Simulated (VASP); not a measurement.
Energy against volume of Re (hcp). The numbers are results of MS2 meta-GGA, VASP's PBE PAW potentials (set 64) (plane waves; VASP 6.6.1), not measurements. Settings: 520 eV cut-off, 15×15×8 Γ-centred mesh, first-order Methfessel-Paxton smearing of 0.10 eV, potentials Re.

Shape and ions are relaxed at each volume.

```
V (Å³/atom)  E (eV/atom)
-----------  -----------
13.600           4.69628
14.034           4.63877
14.468           4.62077
14.902           4.63628
```

**Question.** Fit these four points and predict the energy of the run at 15.336 Å³/atom.

**Answer.** A cubic in V^(−2/3), the third-order Birch-Murnaghan form, passes through the four points with V0 = 14.47 Å³/atom and B0 = 411 GPa, and gives 4.6803 eV/atom there. The run gave 4.6802 eV/atom, -0.1 meV/atom from the fit; all five points give B0 = 410 GPa.

The compound is Re in the hcp structure. It was relaxed first.
